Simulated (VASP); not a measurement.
Output of a VASP run:

File OSZICAR:
```
       N       E                     dE             d eps       ncg     rms          rms(c)
DAV:   1     0.136785208070E+03    0.13679E+03   -0.79833E+03   820   0.112E+03
DAV:   2     0.134085549683E+01   -0.13544E+03   -0.13270E+03   854   0.313E+02
DAV:   3    -0.813800081136E+01   -0.94789E+01   -0.94172E+01  1058   0.901E+01
DAV:   4    -0.836927997508E+01   -0.23128E+00   -0.23119E+00  1022   0.170E+01
DAV:   5    -0.837608911830E+01   -0.68091E-02   -0.68091E-02  1084   0.239E+00    0.343E+00
RMM:   6    -0.826449740237E+01    0.11159E+00   -0.13652E-01   812   0.310E+00    0.211E+00
RMM:   7    -0.825978816774E+01    0.47092E-02   -0.83026E-02   838   0.167E+00    0.812E-01
RMM:   8    -0.825920914038E+01    0.57903E-03   -0.10550E-02   831   0.180E+00    0.853E-02
RMM:   9    -0.825895628635E+01    0.25285E-03   -0.27488E-03   859   0.630E-01    0.587E-02
RMM:  10    -0.825896805680E+01   -0.11770E-04   -0.62867E-04   951   0.314E-01    0.437E-02
RMM:  11    -0.825896618664E+01    0.18702E-05   -0.12245E-04   852   0.123E-01    0.297E-02
RMM:  12    -0.825896171076E+01    0.44759E-05   -0.34151E-05   624   0.819E-02
   1 F= -.82589617E+01 E0= -.82589617E+01  d E =-.825896E+01
```

**OUTCAR**
```
------------------------ aborting loop because EDIFF is reached ----------------------------------------
  FORCE on cell =-STRESS in cart. coord.  units (eV):
  Direction    XX          YY          ZZ          XY          YZ          ZX
  --------------------------------------------------------------------------------------
  Total       -0.0134836     -0.0134836     -0.0134836      0.0000000      0.0000000     -0.0000000
  in kB       -0.3232960     -0.3232960     -0.3232960      0.0000000      0.0000000     -0.0000000
  external PRESSURE =      -0.3232960 kB  Pullay stress =       0.0000000 kB
  volume of cell :       66.82
      direct lattice vectors                 reciprocal lattice vectors
     0.000000000  3.220783702  3.220783702    -0.155241719  0.155241719  0.155241719
     3.220783702  0.000000000  3.220783702     0.155241719 -0.155241719  0.155241719
     3.220783702  3.220783702  0.000000000     0.155241719  0.155241719 -0.155241719
  FREE ENERGIE OF THE ION-ELECTRON SYSTEM (eV)
  ---------------------------------------------------
  free  energy   TOTEN  =        -8.2589617108 eV

  energy  without entropy=       -8.2589617107  energy(sigma->0) =       -8.25896171

 reached required accuracy - stopping structural energy minimisation
```
(Selected blocks of OUTCAR.)

**POSCAR**
```
PbTe
1
    0.0000000000     3.2207837024     3.2207837024
    3.2207837024     0.0000000000     3.2207837024
    3.2207837024     3.2207837024     0.0000000000
Te Pb
1 1
Direct
  0.5000000000   0.5000000000   0.5000000000
  0.0000000000   0.0000000000   0.0000000000
```

### Question
Write an INCAR and KPOINTS that could have produced this output.

### Answer
This is not unique; one that fits is the input of the run itself, PBEsol GGA, plane waves, VASP's PBE PAW potentials (set 64).

### INCAR
```
# general
SYSTEM  = PbTe
PREC    = Normal
ENCUT   = 400
LREAL   = .FALSE.
LASPH   = .TRUE.

# electronic loop
EDIFF   = 1E-5
NELM    = 100
NELMIN  = 4
ALGO    = Fast
LMAXMIX = 4

# smearing
ISMEAR  = 0
SIGMA   = 0.05

# functional
GGA     = PS

# ions
IBRION  = 2
NSW     = 20
ISIF    = 2
EDIFFG  = -0.03

# output
LWAVE   = .FALSE.
LCHARG  = .FALSE.
```

### KPOINTS
```
kpoints
0
gamma
 8 8 8
0 0 0
```

POTCAR, in this order: Te Pb_d (PBE.64 set). Program: vasp_std.

The compound is PbTe in the rock salt structure. It was relaxed first.
